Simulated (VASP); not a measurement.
Computed with PBE GGA, VASP's PBE PAW potentials (set 64) (plane waves; VASP).

VASP ran on this input.

**KPOINTS**
```
Automatic mesh
0
Gamma
5 5 2
0 0 0
```

**INCAR**
```
LREAL=.False.
ALGO=Normal
PREC=Accurate
SIGMA=0.1   ! width (eV)
ENCUT=300
LWAVE=.False.
LMAXMIX=6
GGA=PE
ISMEAR=0   ! Gaussian
LASPH=.True.
EDIFF=1E-6   ! SCF stop (eV)
ISIF=2
MAGMOM=2.0 2.0 2.0 2.0
LORBIT=11   ! lm-projected
SYSTEM=Tm
LCHARG=.False.
NELM=100   ! most electronic steps
ISPIN=2   ! spin-polarised
```

**POSCAR**
```
Tm
1.0
  3.4404290000   0.0000000000   0.0000000000
 -1.7202150000   2.9794990000   0.0000000000
  0.0000000000   0.0000000000  11.0696010000
Tm
4
Cartesian
  0.0000000000   0.0000000000   0.0000000000
  0.0000000000   0.0000000000   5.5348005000
 -0.0000020535   1.9863336598   2.7674002500
  1.7202160535   0.9931653402   8.3022007500
```

POTCAR, in this order: Tm (PBE.64 set). Program: vasp_std.

The run wrote:

File OSZICAR:
```
...
DAV:  12    -0.230086674612E+02    0.41572E+00   -0.12526E+00  4284   0.128E+01    0.915E+01
DAV:  13    -0.226210023634E+02    0.38767E+00   -0.83286E-01  4170   0.430E+00    0.882E+01
DAV:  14    -0.215024784479E+02    0.11185E+01   -0.21797E-01  3521   0.906E+00    0.793E+01
DAV:  15    -0.171492895816E+02    0.43532E+01   -0.34201E+00  3380   0.231E+01    0.511E+01
DAV:  16    -0.152926367063E+02    0.18567E+01   -0.35692E+00  3096   0.368E+01    0.336E+01
DAV:  17    -0.148658739928E+02    0.42676E+00   -0.11716E+00  3666   0.129E+01    0.312E+01
DAV:  18    -0.147813921005E+02    0.84482E-01   -0.33068E-01  3983   0.411E+00    0.296E+01
DAV:  19    -0.147588122644E+02    0.22580E-01   -0.61457E-02  3872   0.130E+00    0.295E+01
DAV:  20    -0.145681932956E+02    0.19062E+00   -0.79509E-03  3895   0.140E+00    0.289E+01
DAV:  21    -0.142703530094E+02    0.29784E+00   -0.41365E-01  3467   0.355E+00    0.195E+01
DAV:  22    -0.149528628383E+02   -0.68251E+00   -0.26858E+00  2998   0.111E+01    0.246E+01
DAV:  23    -0.149395971807E+02    0.13266E-01   -0.70769E-02  2993   0.227E+00    0.247E+01
DAV:  24    -0.149109059695E+02    0.28691E-01   -0.83705E-03  4128   0.764E-01    0.252E+01
DAV:  25    -0.149004768121E+02    0.10429E-01   -0.35807E-03  4221   0.316E-01    0.253E+01
DAV:  26    -0.149943963596E+02   -0.93920E-01   -0.17855E-02  3497   0.203E+00    0.257E+01
DAV:  27    -0.150808732132E+02   -0.86477E-01   -0.18561E-01  3261   0.118E+01    0.226E+01
DAV:  28    -0.149501419931E+02    0.13073E+00   -0.13185E+00  3286   0.276E+01    0.184E+01
DAV:  29    -0.149873657008E+02   -0.37224E-01   -0.24218E-01  3510   0.643E+00    0.197E+01
DAV:  30    -0.150239765610E+02   -0.36611E-01   -0.10365E-01  4001   0.294E+00    0.197E+01
DAV:  31    -0.152682130831E+02   -0.24424E+00   -0.25689E+00  3264   0.110E+01    0.255E+01
DAV:  32    -0.153544716122E+02   -0.86259E-01   -0.54921E-02  3187   0.195E+00    0.267E+01
DAV:  33    -0.152841528644E+02    0.70319E-01   -0.11017E-02  3570   0.840E-01    0.269E+01
DAV:  34    -0.152567598138E+02    0.27393E-01   -0.11169E-03  4189   0.628E-01    0.269E+01
DAV:  35    -0.152540191339E+02    0.27407E-02   -0.93612E-04  3918   0.209E-01    0.268E+01
DAV:  36    -0.152642441195E+02   -0.10225E-01   -0.50383E-04  3689   0.558E-01    0.268E+01
DAV:  37    -0.152782605326E+02   -0.14016E-01   -0.40445E-04  3629   0.255E-01    0.270E+01
DAV:  38    -0.152810797728E+02   -0.28192E-02   -0.61545E-04  3375   0.871E-01    0.270E+01
DAV:  39    -0.151384790192E+02    0.14260E+00   -0.74925E-02  3220   0.664E+00    0.239E+01
DAV:  40    -0.151241850434E+02    0.14294E-01   -0.13180E-01  3205   0.977E+00    0.251E+01
DAV:  41    -0.151673908850E+02   -0.43206E-01   -0.44366E-02  3165   0.621E+00    0.247E+01
DAV:  42    -0.150655494483E+02    0.10184E+00   -0.13561E-01  3229   0.655E+00    0.232E+01
DAV:  43    -0.152551799195E+02   -0.18963E+00   -0.11970E-01  3244   0.418E+00    0.246E+01
DAV:  44    -0.153783682401E+02   -0.12319E+00   -0.84948E-02  3225   0.592E+00    0.278E+01
DAV:  45    -0.155269310563E+02   -0.14856E+00   -0.29921E-01  3510   0.523E+00    0.276E+01
DAV:  46    -0.155870314641E+02   -0.60100E-01   -0.30617E-01  3182   0.119E+01    0.284E+01
DAV:  47    -0.156420018636E+02   -0.54970E-01   -0.72103E-02  3650   0.406E+00    0.270E+01
DAV:  48    -0.157416892310E+02   -0.99687E-01   -0.22049E-01  3467   0.683E+00    0.278E+01
DAV:  49    -0.156439055359E+02    0.97784E-01   -0.45637E-02  3684   0.183E+00    0.272E+01
DAV:  50    -0.153319517925E+02    0.31195E+00   -0.25036E-01  3167   0.548E+00    0.240E+01
DAV:  51    -0.163107964802E+02   -0.97884E+00   -0.21243E+00  3149   0.414E+01    0.399E+01
DAV:  52    -0.164789300489E+02   -0.16813E+00   -0.42342E-01  3474   0.991E+00    0.382E+01
DAV:  53    -0.169597459392E+02   -0.48082E+00   -0.26031E-01  4113   0.349E+00    0.373E+01
DAV:  54    -0.174138374310E+02   -0.45409E+00   -0.18691E-01  3865   0.383E+00    0.378E+01
DAV:  55    -0.175859244267E+02   -0.17209E+00   -0.20625E-01  3427   0.160E+01    0.436E+01
DAV:  56    -0.182831570968E+02   -0.69723E+00   -0.89444E-01  3293   0.240E+01    0.373E+01
DAV:  57    -0.182942129741E+02   -0.11056E-01   -0.15538E+00  3582   0.791E+00    0.422E+01
DAV:  58    -0.183570978468E+02   -0.62885E-01   -0.15398E+00  3407   0.534E+00    0.407E+01
DAV:  59    -0.186994620091E+02   -0.34236E+00   -0.13272E+00  3507   0.507E+00    0.433E+01
DAV:  60    -0.181585472670E+02    0.54091E+00   -0.15488E-01  3528   0.394E+00    0.422E+01
DAV:  61    -0.250514536766E+02   -0.68929E+01   -0.63073E+00  3236   0.356E+01    0.518E+01
DAV:  62    -0.248543212973E+02    0.19713E+00   -0.46482E-01  3505   0.472E+00    0.512E+01
DAV:  63    -0.247551169037E+02    0.99204E-01   -0.10210E-01  4119   0.150E+00    0.509E+01
DAV:  64    -0.248739810225E+02   -0.11886E+00   -0.95267E-03  3775   0.150E+00    0.512E+01
DAV:  65    -0.235073705420E+02    0.13666E+01   -0.46368E-01  3333   0.113E+01    0.488E+01
DAV:  66    -0.241881825750E+02   -0.68081E+00   -0.83253E-01  3199   0.240E+01    0.521E+01
DAV:  67    -0.238738414951E+02    0.31434E+00   -0.68932E-01  3480   0.832E+00    0.491E+01
DAV:  68    -0.194239575307E+02    0.44499E+01   -0.22245E+00  3106   0.174E+01    0.562E+01
DAV:  69    -0.172444923008E+02    0.21795E+01   -0.20193E-01  3531   0.685E+00    0.615E+01
DAV:  70    -0.173735869274E+02   -0.12909E+00   -0.64528E-02  3755   0.371E+00    0.615E+01
DAV:  71    -0.243469805940E+02   -0.69734E+01   -0.67094E+00  3040   0.377E+01    0.413E+01
DAV:  72    -0.246429804750E+02   -0.29600E+00   -0.88634E-01  3740   0.117E+01    0.472E+01
DAV:  73    -0.245994037966E+02    0.43577E-01   -0.38214E-01  3947   0.704E+00    0.528E+01
DAV:  74    -0.232713403293E+02    0.13281E+01   -0.17840E-01  3809   0.843E+00    0.540E+01
DAV:  75    -0.212068312922E+02    0.20645E+01   -0.10749E+01  3538   0.144E+01    0.365E+01
DAV:  76    -0.155976474885E+02    0.56092E+01   -0.12023E+00  3616   0.298E+01    0.356E+01
DAV:  77    -0.163397185437E+02   -0.74207E+00   -0.66216E-01  3636   0.831E+00    0.345E+01
DAV:  78    -0.160484074386E+02    0.29131E+00   -0.17245E-01  3973   0.581E+00    0.346E+01
DAV:  79    -0.163620625306E+02   -0.31366E+00   -0.37163E-01  3660   0.745E+00    0.384E+01
DAV:  80    -0.163716273120E+02   -0.95648E-02   -0.11012E-01  3554   0.359E+00    0.390E+01
DAV:  81    -0.176626276139E+02   -0.12910E+01   -0.99141E+00  3462   0.183E+01    0.286E+01
DAV:  82    -0.172907772034E+02    0.37185E+00   -0.20910E+01  3334   0.249E+01    0.303E+01
DAV:  83    -0.163375064179E+02    0.95327E+00   -0.13295E+00  3571   0.119E+01    0.318E+01
DAV:  84    -0.152295243157E+02    0.11080E+01   -0.17745E-01  3901   0.481E+00    0.319E+01
DAV:  85    -0.111408123177E+02    0.40887E+01   -0.30314E-01  3196   0.113E+01    0.327E+01
DAV:  86    -0.148691508773E+02   -0.37283E+01   -0.77848E-01  3250   0.234E+01    0.326E+01
DAV:  87    -0.989204957385E+01    0.49771E+01   -0.56836E-01  3231   0.139E+01    0.333E+01
DAV:  88    -0.848656205423E+01    0.14055E+01   -0.25510E-01  3606   0.890E+00    0.346E+01
DAV:  89    -0.103925465150E+02   -0.19060E+01   -0.95260E-01  3471   0.112E+01    0.396E+01
DAV:  90    -0.121874900349E+02   -0.17949E+01   -0.85319E-01  3210   0.104E+01    0.465E+01
DAV:  91    -0.463605670514E+02   -0.34173E+02   -0.51077E+01  3025   0.109E+02    0.137E+02
DAV:  92    -0.155841603750E+02    0.30776E+02   -0.50032E+01  2969   0.776E+01    0.287E+01
DAV:  93    -0.966823611032E+01    0.59159E+01   -0.40753E+00  3326   0.444E+01    0.495E+01
DAV:  94    -0.956576390706E+01    0.10247E+00   -0.13744E+00  3713   0.894E+00    0.459E+01
DAV:  95    -0.772479115934E+01    0.18410E+01   -0.19646E-01  4357   0.543E+00    0.447E+01
DAV:  96    -0.969677415840E+01   -0.19720E+01   -0.13661E-01  3793   0.513E+00    0.406E+01
DAV:  97    -0.922491738776E+01    0.47186E+00   -0.11657E-01  3319   0.565E+00    0.380E+01
DAV:  98    -0.955162723596E+01   -0.32671E+00   -0.43138E-02  4006   0.175E+00    0.370E+01
DAV:  99    -0.943145580142E+01    0.12017E+00   -0.17388E-02  3871   0.682E-01    0.371E+01
DAV: 100    -0.942970471938E+01    0.17511E-02   -0.20861E-03  3984   0.211E-01
   1 F= -.94297047E+01 E0= -.93881067E+01  d E =-.831961E-01  mag=     3.5172
```

### OUTCAR
```
------------------------ aborting loop EDIFF was not reached (unconverged)  ----------------------------
  FORCE on cell =-STRESS in cart. coord.  units (eV):
  Direction    XX          YY          ZZ          XY          YZ          ZX
  --------------------------------------------------------------------------------------
  Total       20.0796274     20.0796285   -163.6453772     -0.0000034      0.0000000      0.0000000
  in kB      283.5165534    283.5165698  -2310.6092778     -0.0000476      0.0000000      0.0000000
  external PRESSURE =    -581.1920515 kB  Pullay stress =       0.0000000 kB
  volume of cell :      113.47
      direct lattice vectors                 reciprocal lattice vectors
     3.440429000  0.000000000  0.000000000     0.290661426  0.167813497  0.000000000
    -1.720215000  2.979499000  0.000000000     0.000000000  0.335626896  0.000000000
     0.000000000  0.000000000 11.069601000     0.000000000  0.000000000  0.090337493
 POSITION                                       TOTAL-FORCE (eV/Angst)
 -----------------------------------------------------------------------------------
      0.00000      0.00000      0.00000        -0.000000      0.000000      0.000000
      0.00000      0.00000      5.53480        -0.000000      0.000000      0.000000
     -0.00000      1.98633      2.76740        -0.000000      0.000000      0.000000
      1.72022      0.99317      8.30220         0.000000      0.000000     -0.000000
 -----------------------------------------------------------------------------------
    total drift:                                0.000000     -0.000000      0.000000
  FREE ENERGIE OF THE ION-ELECTRON SYSTEM (eV)
  ---------------------------------------------------
  free  energy   TOTEN  =        -9.4297047194 eV

  energy  without entropy=       -9.3465086355  energy(sigma->0) =       -9.38810668

 total charge

# of ion       s       p       d       f       tot
--------------------------------------------------
    1        2.234   6.002   0.697  13.711  22.645
    2        2.234   6.002   0.697  13.711  22.645
    3        2.229   5.987   0.610  10.051  18.877
    4        2.229   5.987   0.610  10.051  18.877
--------------------------------------------------
tot          8.926  23.980   2.616  47.523  83.044

 magnetization (x)

# of ion       s       p       d       f       tot
--------------------------------------------------
    1        0.005   0.048   0.170   0.023   0.245
    2        0.005   0.048   0.170   0.023   0.245
    3       -0.002   0.042   0.081   0.188   0.309
    4       -0.002   0.042   0.081   0.188   0.309
--------------------------------------------------
tot          0.005   0.180   0.501   0.422   1.108
```
(Selected blocks of OUTCAR.)

stdout:
```
...
DAV:  81    -0.176626276139E+02   -0.12910E+01   -0.99141E+00  3462   0.183E+01    0.286E+01
DAV:  82    -0.172907772034E+02    0.37185E+00   -0.20910E+01  3334   0.249E+01    0.303E+01
DAV:  83    -0.163375064179E+02    0.95327E+00   -0.13295E+00  3571   0.119E+01    0.318E+01
DAV:  84    -0.152295243157E+02    0.11080E+01   -0.17745E-01  3901   0.481E+00    0.319E+01
DAV:  85    -0.111408123177E+02    0.40887E+01   -0.30314E-01  3196   0.113E+01    0.327E+01
DAV:  86    -0.148691508773E+02   -0.37283E+01   -0.77848E-01  3250   0.234E+01    0.326E+01
DAV:  87    -0.989204957385E+01    0.49771E+01   -0.56836E-01  3231   0.139E+01    0.333E+01
DAV:  88    -0.848656205423E+01    0.14055E+01   -0.25510E-01  3606   0.890E+00    0.346E+01
DAV:  89    -0.103925465150E+02   -0.19060E+01   -0.95260E-01  3471   0.112E+01    0.396E+01
DAV:  90    -0.121874900349E+02   -0.17949E+01   -0.85319E-01  3210   0.104E+01    0.465E+01
DAV:  91    -0.463605670514E+02   -0.34173E+02   -0.51077E+01  3025   0.109E+02    0.137E+02
DAV:  92    -0.155841603750E+02    0.30776E+02   -0.50032E+01  2969   0.776E+01    0.287E+01
DAV:  93    -0.966823611032E+01    0.59159E+01   -0.40753E+00  3326   0.444E+01    0.495E+01
DAV:  94    -0.956576390706E+01    0.10247E+00   -0.13744E+00  3713   0.894E+00    0.459E+01
DAV:  95    -0.772479115934E+01    0.18410E+01   -0.19646E-01  4357   0.543E+00    0.447E+01
DAV:  96    -0.969677415840E+01   -0.19720E+01   -0.13661E-01  3793   0.513E+00    0.406E+01
DAV:  97    -0.922491738776E+01    0.47186E+00   -0.11657E-01  3319   0.565E+00    0.380E+01
DAV:  98    -0.955162723596E+01   -0.32671E+00   -0.43138E-02  4006   0.175E+00    0.370E+01
DAV:  99    -0.943145580142E+01    0.12017E+00   -0.17388E-02  3871   0.682E-01    0.371E+01
DAV: 100    -0.942970471938E+01    0.17511E-02   -0.20861E-03  3984   0.211E-01

 -----------------------------------------------------------------------------
|                                                                             |
|           W    W    AA    RRRRR   N    N  II  N    N   GGGG   !!!           |
|           W    W   A  A   R    R  NN   N  II  NN   N  G    G  !!!           |
|           W    W  A    A  R    R  N N  N  II  N N  N  G       !!!           |
|           W WW W  AAAAAA  RRRRR   N  N N  II  N  N N  G  GGG   !            |
|           WW  WW  A    A  R   R   N   NN  II  N   NN  G    G                |
|           W    W  A    A  R    R  N    N  II  N    N   GGGG   !!!           |
|                                                                             |
|     The electronic self-consistency was not achieved in the given           |
|     number of steps (NELM). The forces and other quantities evaluated       |
|     might not be reliable so examine the results carefully. If you find     |
|     spurious results, we suggest increasing NELM, if you were close to      |
|     convergence or switching to a different ALGO or adjusting the           |
|     density mixing parameters otherwise.                                    |
|                                                                             |
 -----------------------------------------------------------------------------

   1 F= -.94297047E+01 E0= -.93881067E+01  d E =-.831961E-01  mag=     3.5172
```

The run did not converge; its last values are not results.

At this cut-off the stress carries a Pulay error, which pulls relaxed volumes low.

The structure was generated: Tm was put into an ordered model structure, which need not be its known phase. The cell was not relaxed at this level, and its volume differs by -5.9 % from the start's. The k-mesh is coarse (spacing up to 0.42 per Å, 2π included), so the numbers may not be converged in it.
